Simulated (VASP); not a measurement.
Given:

```
CELL_PARAMETERS angstrom
      4.34500     0.00000     0.00000
     -2.17250     3.76288     0.00000
      0.00000     0.00000     3.81900
ATOMIC_POSITIONS crystal
  La 0.00000 0.00000 0.00000
  Cu 0.33333 0.66667 0.50000
  Cu 0.66667 0.33333 0.50000
```

Computed with LDA (Ceperley-Alder, Perdew-Zunger), VASP's LDA PAW potentials (set 64) (plane waves; VASP 6.6.1). Settings: 300 eV cut-off, 6×6×6 Γ-centred mesh, Fermi-Dirac smearing of 0.10 eV, potentials La Cu.

At this cut-off the stress carries a Pulay error, which pulls relaxed volumes low.

Question: What does the run give for the energy per atom (σ→0), pressure, band gap (on the k-mesh) with the smallest direct gap where there is one?

Answer: 
```json
{
 "band gap (on the k-mesh)": "none (metal, semimetal or under 0.01 eV)",
 "energy per atom (σ→0)": "-5.125 eV/atom",
 "pressure": "-7.26 GPa"
}
```

Total energies compare only between runs with the same potentials, cut-off and functional.

The structure comes from a measured LaCu2 entry of the Crystallography Open Database, whose conditions weren't checked. The cell was not relaxed at this level. The electron count is odd and the run is not spin-polarised, which forces a metal.
